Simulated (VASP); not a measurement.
Energy against volume of Ni$_{3}$Al (L1_2). These are LDA (Ceperley-Alder, Perdew-Zunger), VASP's LDA PAW potentials (set 64) (plane waves; VASP 6.6.1) values and carry that method's errors. Run with 520 eV cut-off, 9×9×9 Γ-centred mesh, first-order Methfessel-Paxton smearing of 0.10 eV, potentials Al Ni.

```json
[
 {"V (Å³/atom)": "10.241", "E (eV/atom)": "-6.45066"},
 {"V (Å³/atom)": "10.558", "E (eV/atom)": "-6.45691"},
 {"V (Å³/atom)": "10.875", "E (eV/atom)": "-6.45010"},
 {"V (Å³/atom)": "11.191", "E (eV/atom)": "-6.43227"}
]
```

Fit these four points and predict the energy of the run at 9.924 Å³/atom.

A cubic in V^(−2/3), the third-order Birch-Murnaghan form, passes through the four points with V0 = 10.54 Å³/atom and B0 = 221 GPa, and gives -6.4291 eV/atom there. The run gave -6.4289 eV/atom, +0.1 meV/atom from the fit; all five points give B0 = 221 GPa.

The compound is Ni3Al in the L1_2 structure. It was relaxed first, which changed the volume by -7 %.
